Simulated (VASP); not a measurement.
Data:

```
CELL_PARAMETERS angstrom
      1.89175    -3.27660     0.00000
      1.89175     3.27660     0.00000
      0.00000     0.00000     6.19996
ATOMIC_POSITIONS crystal
  Zn 0.66667 0.33333 0.50018
  Zn 0.33333 0.66667 0.00018
  S  0.66667 0.33333 0.87482
  S  0.33333 0.66667 0.37482
```

Computed with PBEsol GGA, VASP's PBE PAW potentials (set 64) (plane waves; VASP). Numerical set-up: 400 eV cut-off, Gaussian smearing of 0.050 eV, potentials Zn S.

### Question
Give the energies of bands 8 to 21 at the high-symmetry points, in eV from the valence-band maximum.

### Answer

```tsv
band	Γ	M	K	A	L	H
8	-6.00	-6.09	-6.05	-6.43	-6.15	-6.08
9	-6.00	-5.93	-5.99	-5.95	-5.91	-6.00
10	-5.92	-5.88	-5.97	-5.95	-5.91	-6.00
11	-5.92	-5.83	-5.73	-5.95	-5.74	-5.60
12	-5.77	-5.78	-5.73	-5.95	-5.74	-5.60
13	-5.55	-4.96	-4.45	-2.96	-5.03	-4.91
14	-0.94	-4.26	-4.45	-2.96	-5.03	-4.91
15	-0.94	-3.43	-4.05	-0.49	-1.71	-3.21
16	-0.08	-2.35	-2.44	-0.49	-1.71	-3.21
17	0.00	-1.79	-2.44	-0.49	-1.70	-1.41
18	0.00	-0.93	-2.20	-0.49	-1.70	-1.41
19	2.17	3.51	4.05	3.50	3.42	4.42
20	3.01	4.21	5.96	3.50	3.42	4.42
21	6.20	4.97	5.96	6.66	5.10	6.20
```

The gap is direct, 2.17 eV, from the valence maximum at Γ to the conduction minimum at Γ.

Measured: gap 3.91 eV (computed value off by -1.74 eV), as given by Mehmet Aras et al., The Journal of Chemical Physics (2014), arXiv:1312.4272.

The compound is ZnS in the wurtzite structure, the high-temperature form. It was relaxed first.
